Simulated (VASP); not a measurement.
Given:

```
KF
1.0
    0.00000     2.65578     2.65578
    2.65578     0.00000     2.65578
    2.65578     2.65578     0.00000
K F
1 1
Direct
  0.00000   0.00000   0.00000
  0.52824   0.52824   0.47176
```

Computed with PBEsol GGA, VASP's PBE PAW potentials (set 64) (plane waves; VASP). Run with 600 eV cut-off, 8×8×8 Γ-centred mesh, Gaussian smearing of 0.050 eV, potentials K_sv F.

Question: Predict the energy per atom (σ→0), largest force, band gap (on the k-mesh) with the smallest direct gap where there is one.

Answer: 
- band gap (on the k-mesh): 6.13 eV
- smallest direct gap (on the k-mesh): 6.13 eV
- energy per atom (σ→0): -4252 meV/atom
- largest force: 0.262 eV/Å

Total energies compare only between runs with the same potentials, cut-off and functional.

The compound is KF in the rock salt structure. This cell was strained or had an atom moved on purpose.
